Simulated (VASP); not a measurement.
C:

```
C
1.0
     0.00000    1.78582    1.78582
     1.78582    0.00000    1.78582
     1.78582    1.78582    0.00000
C
2
Cartesian
  0.0000 0.0000 0.0000
  0.8929 0.8929 0.8929
```

This isn't the form of C at room conditions, which is graphite.

Base run:

* Program: VASP 6.6.1
* Functional: r2SCAN
* Potentials or basis: VASP PAW PBE potentials, release 64 (C)
* Cutoff: 450 eV
* k mesh: 16 × 16 × 16
* Occupations: gaussian, width 0.02 eV
* Spin: no spin polarisation

Its results: band gap on the k mesh 4.32 eV, indirect (least direct gap 5.83 eV).

Q: The run is repeated on the same cell with these changes: functional from r2SCAN to PBE. What comes out?

A: Band gap on the k mesh 4.13 eV, indirect (least direct gap 5.58 eV).

r2SCAN gives the wider gap, since meta-GGAs in the generalised Kohn-Sham scheme recover part of the derivative discontinuity.
